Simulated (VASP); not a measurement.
# NaFeH8N2F6 (Fm-3m) in VASP: electric field gradients with PBE

Aim: the electric field gradients of NaFeH8N2F6 with PBE.

Everything below comes from runs of VASP 6.6.1. Logs are shortened: lines on timing, memory, paths and dates and some standing lists are left out, and cuts for length are marked.

## (1) Starting point

The structure is cubic, space group Fm-3m (No. 225). The conventional cell has a = 8.603 Å, b = 8.603 Å, c = 8.603 Å, α = 90.00°, β = 90.00°, γ = 90.00°. Around Na (site symmetry m-3m) lie 6 F at 2.40 Å. Around Fe (site symmetry m-3m) lie 6 F at 1.90 Å. H (site symmetry 3m) has 1 N at 1.03 Å as nearest neighbours. Around N (site symmetry -43m) lie 4 H at 1.03 Å. Around F (site symmetry 4mm) lie 1 Fe at 1.90 Å.

The cell comes from a database or a generator and needn't be the stable form of this composition.

## (2) Electric field gradients, PBE, collinear spin, typed start

INCAR reads:

```
ALGO = Normal
EDIFF = 1E-8
ENCUT = 520
GGA = PE
ISIF = 2
ISMEAR = -1
ISPIN = 2
LASPH = T
LCHARG = F
LEFG = T
LMAXMIX = 4
LORBIT = 11
LREAL = Auto
LWAVE = F
MAGMOM = 0 5 0 0 0 0 0 0 0 0 0 0 0 0 0 0 0 0
NBANDS = 56
NELM = 150
PREC = Accurate
SIGMA = 0.02
```

KPOINTS reads:

```
k-points
0
Gamma
  4 4 4
```

POSCAR reads:

```
NaFeH8N2F6
1.0
    0.0000000000      4.3013630000      4.3013630000
    4.3013630000      0.0000000000      4.3013630000
    4.3013630000      4.3013630000      0.0000000000
Na Fe H N F
1 1 8 2 6
Direct
    0.5000000000      0.5000000000      0.5000000000
    0.0000000000      0.0000000000      0.0000000000
    0.8191300000      0.8191300000      0.8191300000
    0.5426100000      0.8191300000      0.8191300000
    0.8191300000      0.5426100000      0.8191300000
    0.8191300000      0.8191300000      0.5426100000
    0.1808700000      0.1808700000      0.1808700000
    0.4573900000      0.1808700000      0.1808700000
    0.1808700000      0.4573900000      0.1808700000
    0.1808700000      0.1808700000      0.4573900000
    0.7500000000      0.7500000000      0.7500000000
    0.2500000000      0.2500000000      0.2500000000
    0.7793100000      0.2206900000      0.2206900000
    0.7793100000      0.7793100000      0.2206900000
    0.2206900000      0.7793100000      0.2206900000
    0.2206900000      0.2206900000      0.7793100000
    0.7793100000      0.2206900000      0.7793100000
    0.2206900000      0.7793100000      0.7793100000
```

Potentials or basis: VASP PAW PBE potentials, release 64 (Na_pv, Fe, H, N, F).

Command:

```bash
$ cat potpaw_PBE.64/Na_pv/POTCAR potpaw_PBE.64/Fe/POTCAR potpaw_PBE.64/H/POTCAR potpaw_PBE.64/N/POTCAR potpaw_PBE.64/F/POTCAR > POTCAR
$ mpirun -np 1 vasp_std > vasp.out
```

OUTCAR:

```text
EDIFF = 1E-8
   ENCUT = 520
   GGA = PE
   ISIF = 2
   ISMEAR = -1
   ISPIN = 2
   LASPH = T
   LORBIT = 11
   LREAL = Auto
   NELM = 150
   PREC = Accurate

 ion  position               nearest neighbor table
   1  0.500  0.500  0.500-
   2  0.000  0.000  0.000-  13 1.90  14 1.90  15 1.90  16 1.90  17 1.90  18 1.90
   3  0.819  0.819  0.819-  11 1.03
   4  0.543  0.819  0.819-  11 1.03
   5  0.819  0.543  0.819-  11 1.03
   6  0.819  0.819  0.543-  11 1.03
   7  0.181  0.181  0.181-  12 1.03
   8  0.457  0.181  0.181-  12 1.03
   9  0.181  0.457  0.181-  12 1.03
  10  0.181  0.181  0.457-  12 1.03
  11  0.750  0.750  0.750-   4 1.03   5 1.03   6 1.03   3 1.03
  12  0.250  0.250  0.250-   8 1.03   9 1.03  10 1.03   7 1.03
  13  0.779  0.221  0.221-   2 1.90
  14  0.779  0.779  0.221-   2 1.90
  15  0.221  0.779  0.221-   2 1.90
  16  0.221  0.221  0.779-   2 1.90
  17  0.779  0.221  0.779-   2 1.90
  18  0.221  0.779  0.779-   2 1.90

  LATTYP: Found a face centered cubic cell.
 ALAT       =     8.6027260000

  Lattice vectors:

 A1 = (   0.0000000000,   4.3013630000,   4.3013630000)
 A2 = (   4.3013630000,   0.0000000000,   4.3013630000)
 A3 = (   4.3013630000,   4.3013630000,   0.0000000000)

Analysis of symmetry for initial positions (statically):
=====================================================================
 Subroutine PRICEL returns:
 Original cell was already a primitive cell.

 Routine SETGRP: Setting up the symmetry group for a
 face centered cubic supercell.

 Subroutine GETGRP returns: Found 48 space group operations
 (whereof 48 operations were pure point group operations)
 out of a pool of 48 trial point group operations.

The static configuration has the point symmetry O_h .

Analysis of symmetry for dynamics (positions and initial velocities):
=====================================================================
 Subroutine PRICEL returns:
 Original cell was already a primitive cell.

 Routine SETGRP: Setting up the symmetry group for a
 face centered cubic supercell.

 Subroutine GETGRP returns: Found 48 space group operations
 (whereof 48 operations were pure point group operations)
 out of a pool of 48 trial point group operations.

The dynamic configuration has the point symmetry O_h .

Analysis of structural, dynamic, and magnetic symmetry:
=====================================================================
 Subroutine PRICEL returns:
 Original cell was already a primitive cell.

 Routine SETGRP: Setting up the symmetry group for a
 face centered cubic supercell.

 Subroutine GETGRP returns: Found 48 space group operations
 (whereof 48 operations were pure point group operations)
 out of a pool of 48 trial point group operations.

The overall configuration has the point symmetry O_h .

 Subroutine INISYM returns: Found 48 space group operations
 (whereof 48 operations are pure point group operations),
 and found     1 'primitive' translations

----------------------------------------------------------------------------------------

                                     Primitive cell

  volume of cell :     159.1653

  direct lattice vectors                    reciprocal lattice vectors
     0.000000000  4.301363000  4.301363000    -0.116242224  0.116242224  0.116242224
     4.301363000  0.000000000  4.301363000     0.116242224 -0.116242224  0.116242224
     4.301363000  4.301363000  0.000000000     0.116242224  0.116242224 -0.116242224

  length of vectors
     6.083045891  6.083045891  6.083045891     0.201337437  0.201337437  0.201337437

  position of ions in fractional coordinates (direct lattice)
     0.500000000  0.500000000  0.500000000
     0.000000000  0.000000000  0.000000000
     0.819130000  0.819130000  0.819130000
     0.542610000  0.819130000  0.819130000
     0.819130000  0.542610000  0.819130000
     0.819130000  0.819130000  0.542610000
[... 10 lines left out ...]
     0.779310000  0.220690000  0.779310000
     0.220690000  0.779310000  0.779310000

  ion indices of the primitive-cell ions
   primitive index   ion index
                 1           1
                 2           2
                 3           3
                 4           4
[... 82 lines left out ...]
   EMIN   =  10.00;   EMAX   =-10.00  energy-range for DOS
   EFERMI =   0.00;   METHOD = LEGACY
   ISMEAR =    -1;   SIGMA  =   0.02  broadening in eV -4-tet -1-fermi 0-gaus
   EFERMI_NEDOS =   21; number of points for ismear=-14 and -15
   IALGO  =     38    algorithm
   IMIX   =      4    mixing-type and parameters
     AMIX     =   0.40;   BMIX     =  1.00
     AMIX_MAG =   1.60;   BMIX_MAG =  1.00
  volume/ion in A,a.u.               =       8.84        59.67
  Fermi-wavevector in a.u.,A,eV,Ry     =   1.273931  2.407380 22.080889  1.622900
  Thomas-Fermi vector in A             =   2.406727
   LORBIT       =     11    0 simple, 1 ext, 2 COOP (PROOUT), +10 PAW based schemes
   GGA     = PE    functional components
   LHFCALC =     F    Hartree Fock is set to
   AEXX    =    0.0000 exact exchange contribution
   IVDW    =     0    specifies the selected vdW correction
   LEPSILON=     F    determine dielectric tensor
   LRPA    =     F    only Hartree local field effects (RPA)
 spin polarized calculation
  energy-cutoff  :      520.00
  volume of cell :      159.17
 maximum number of plane-waves:      4314
 NGX is ok and might be reduce to    48
   NGX = 23   NGY = 23   NGZ = 23

 number of electron      74.9999977 magnetization       4.9999999

 Free energy of the ion-electron system (eV)
  ---------------------------------------------------
  ext. energy  EPLUGINS =         0.00000000
  ---------------------------------------------------
  free energy    TOTEN  =       -89.32091763 eV

  energy without entropy =      -89.32091763  energy(sigma->0) =      -89.32091763

 E-fermi :   0.3366     XC(G=0):  -8.8656

 val. band max:       -0.1041321569   @ k =   0.5000   0.5000   0.0000
 cond. band min:       1.3063785274   @ k =   0.5000   0.5000   0.0000
 fundamental gap:      1.4105106844
 Fermi energy:         0.3365775627

 spin component 1

 k-point     1 :       0.0000    0.0000    0.0000
  band No.  band energies     occupation
      1     -22.5894      1.00000
      2     -22.1361      1.00000
      3     -22.1361      1.00000
      4     -22.1361      1.00000
      5     -21.9813      1.00000
      6     -21.9813      1.00000
[... 405 lines left out ...]
     48       9.4939      0.00000
     49       9.4939      0.00000
 Fermi energy:         0.3365775627

 spin component 2

 k-point     1 :       0.0000    0.0000    0.0000
  band No.  band energies     occupation
      1     -22.3564      1.00000
      2     -21.9529      1.00000
      3     -21.9529      1.00000
      4     -21.9529      1.00000
      5     -21.7346      1.00000
      6     -21.7346      1.00000
[... 405 lines left out ...]
     48       9.5474      0.00000
     49       9.5474      0.00000
 [bands above 49 left out]

------------------------ aborting loop because EDIFF is reached ----------------------------------------

  FORCE on cell =-STRESS in cart. coord.  units (eV):
  Direction    XX          YY          ZZ          XY          YZ          ZX
  --------------------------------------------------------------------------------------
  -------------------------------------------------------------------------------------
  Total        4.2277921      4.2277921      4.2277921     -0.0000000     -0.0000000      0.0000000
  in kB       42.5574825     42.5574825     42.5574825     -0.0000000     -0.0000000      0.0000000
  external PRESSURE =      42.5574825 kB  Pullay stress =       0.0000000 kB

 VOLUME and BASIS-vectors are now :
 -----------------------------------------------------------------------------
  energy-cutoff  :      520.00
  volume of cell :      159.17
      direct lattice vectors                 reciprocal lattice vectors
     0.000000000  4.301363000  4.301363000    -0.116242224  0.116242224  0.116242224
     4.301363000  0.000000000  4.301363000     0.116242224 -0.116242224  0.116242224
     4.301363000  4.301363000  0.000000000     0.116242224  0.116242224 -0.116242224

 POSITION                                       TOTAL-FORCE (eV/Angst)
 -----------------------------------------------------------------------------------
      4.30136      4.30136      4.30136         0.000000     -0.000000     -0.000000
      0.00000      0.00000      0.00000         0.000000     -0.000000     -0.000000
      7.04675      7.04675      7.04675        -0.013247     -0.013247     -0.013247
      7.04675      5.85734      5.85734        -0.013247      0.013247      0.013247
      5.85734      7.04675      5.85734         0.013247     -0.013247      0.013247
      5.85734      5.85734      7.04675         0.013247      0.013247     -0.013247
[... 10 lines left out ...]
      4.30136      6.70419      4.30136         0.000000     -1.173756     -0.000000
      6.70419      4.30136      4.30136        -1.173756     -0.000000     -0.000000
 -----------------------------------------------------------------------------------
    total drift:                                0.000000      0.000000      0.000000

  FREE ENERGIE OF THE ION-ELECTRON SYSTEM (eV)
  ---------------------------------------------------
  free  energy   TOTEN  =       -89.3209176338 eV

  energy  without entropy=      -89.3209176337  energy(sigma->0) =      -89.32091763

 Electric field gradients (V/A^2)
---------------------------------------------------------------------
 ion       V_xx      V_yy      V_zz      V_xy      V_xz      V_yz
---------------------------------------------------------------------
   1       0.000     0.000     0.000     0.004     0.004     0.004
   2      -0.000     0.000     0.000    -0.001    -0.001    -0.001
   3      -0.000    -0.000     0.000    15.338    15.338    15.338
   4      -0.001     0.001     0.001   -15.337   -15.337    15.337
   5       0.001    -0.001     0.001   -15.337    15.337   -15.337
   6       0.001     0.001    -0.001    15.337   -15.337   -15.337
[... 10 lines left out ...]
  17     -26.752    53.504   -26.752    -0.002    -0.004    -0.002
  18      53.504   -26.752   -26.752    -0.002    -0.002    -0.004
---------------------------------------------------------------------

 Electric field gradients after diagonalization (V/A^2)
 (convention: |V_zz| > |V_xx| > |V_yy|)
----------------------------------------------------------------------
 ion       V_xx      V_yy      V_zz     asymmetry (V_yy - V_xx)/ V_zz
----------------------------------------------------------------------
   1      -0.004    -0.004     0.008       0.000
   2       0.001     0.001    -0.002       0.000
   3     -15.338   -15.338    30.675       0.000
   4     -15.337   -15.337    30.674       0.000
   5     -15.337   -15.337    30.674       0.000
   6     -15.337   -15.337    30.674       0.000
[... 10 lines left out ...]
  17     -26.756   -26.749    53.504       0.000
  18     -26.756   -26.749    53.504       0.000
----------------------------------------------------------------------

           NMR quadrupolar parameters

 Cq : quadrupolar parameter    Cq=e*Q*V_zz/h
 eta: asymmetry parameters     (V_yy - V_xx)/ V_zz
 Q  : nuclear electric quadrupole moment in mb (millibarn)
----------------------------------------------------------------------
 ion       Cq(MHz)       eta       Q (mb)
----------------------------------------------------------------------
   1       0.000       0.000       1.000
   2      -0.000       0.000       1.000
   3       0.074       0.000       1.000
   4       0.074       0.000       1.000
   5       0.074       0.000       1.000
   6       0.074       0.000       1.000
[... 10 lines left out ...]
  17       0.129       0.000       1.000
  18       0.129       0.000       1.000
----------------------------------------------------------------------

 total charge

# of ion       s       p       d       tot
------------------------------------------
    1        0.032   5.975   0.000   6.007
    2        0.385   0.613   5.896   6.894
    3        0.605   0.084   0.000   0.689
    4        0.605   0.084   0.000   0.689
    5        0.605   0.084   0.000   0.689
    6        0.605   0.084   0.000   0.689
[... 10 lines left out ...]
   17        1.737   4.359   0.000   6.096
   18        1.737   4.359   0.000   6.096
--------------------------------------------------
tot         18.140  39.124   5.896  63.160

 magnetization (x)

# of ion       s       p       d       tot
------------------------------------------
    1        0.003   0.002   0.000   0.006
    2        0.010   0.015   4.109   4.134
    3        0.000  -0.000   0.000   0.000
    4        0.000  -0.000   0.000   0.000
    5        0.000  -0.000   0.000   0.000
    6        0.000  -0.000   0.000   0.000
[... 10 lines left out ...]
   17        0.004   0.112   0.000   0.116
   18        0.004   0.112   0.000   0.116
--------------------------------------------------
tot          0.037   0.686   4.109   4.832
```

Wall time 7 min (1 thread of Intel Xeon Platinum 8259CL at 2.50GHz (Skylake/Cascade Lake), shared host); peak memory 0.46 GiB.

What came out:

| Item | Value |
| --- | --- |
| Free energy | -89.3209 eV |
| Pressure | 4.3 GPa |
| Largest force | 1.174 eV/Å |
| Band gap on the k mesh | 1.41 eV, direct |
| Net moment | 5.00 μB per cell |
| Site moments | Na +0.01; Fe +4.13; H +0.00; N -0.00; F +0.12 μB |
| Valence electrons inside the program's atomic spheres | Na 6.01; Fe 6.89; H 0.69; N 4.08; F 6.10 |

Forces on the atoms (eV/Å):
```
Na   0.000  0.000  0.000
Fe   0.000  0.000  0.000
H   -0.013 -0.013 -0.013
H   -0.013  0.013  0.013
H    0.013 -0.013  0.013
H    0.013  0.013 -0.013
H    0.013  0.013  0.013
H    0.013 -0.013 -0.013
H   -0.013  0.013 -0.013
H   -0.013 -0.013  0.013
N    0.000  0.000  0.000
N    0.000  0.000  0.000
F    1.174  0.000  0.000
F    0.000  0.000 -1.174
F    0.000  1.174  0.000
F    0.000  0.000  1.174
F    0.000 -1.174  0.000
F   -1.174  0.000  0.000
```

Electric field gradients, principal values (V/Å²):
```
atom      Vxx      Vyy     Vzz
1 Na   -0.004   -0.004   0.008
2 Fe    0.001    0.001  -0.002
 3 H  -15.338  -15.338  30.675
 4 H  -15.337  -15.337  30.674
 5 H  -15.337  -15.337  30.674
 6 H  -15.337  -15.337  30.674
 7 H  -15.338  -15.338  30.675
 8 H  -15.337  -15.337  30.674
 9 H  -15.337  -15.337  30.674
10 H  -15.337  -15.337  30.674
11 N    0.002    0.002  -0.004
12 N    0.002    0.002  -0.004
13 F  -26.749  -26.756  53.504
14 F  -26.749  -26.756  53.504
15 F  -26.749  -26.756  53.504
16 F  -26.749  -26.756  53.504
17 F  -26.749  -26.756  53.504
18 F  -26.749  -26.756  53.504
```

Caveat: a cell with one magnetic atom can't hold antiferromagnetic order, which such compounds often take; forces of over 1 eV/Å show positions far from the minimum, so gaps and moduli don't describe the material at rest.
